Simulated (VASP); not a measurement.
Here is the system:

```
CELL_PARAMETERS angstrom
      0.00000     2.71757     2.71757
      2.71757     0.00000     2.71757
      2.71757     2.71757     0.00000
ATOMIC_POSITIONS crystal
  Al 0.00000 0.00000 0.00000
  P  0.25000 0.25000 0.25000
```

Level of theory: LDA (Ceperley-Alder, Perdew-Zunger), VASP's LDA PAW potentials (set 64) (plane waves; VASP 6.6.1). Settings: 400 eV cut-off, Gaussian smearing of 0.050 eV, potentials Al P.

Task: What does the run give for the band gap (along the path) with the smallest direct gap where there is one?

Result: 
```yaml
band gap (along the path): 1.42 eV
smallest direct gap (along the path): 3.24 eV
```

Total energies compare only between runs with the same potentials, cut-off and functional.

The compound is AlP in the zinc blende structure. It was relaxed first.
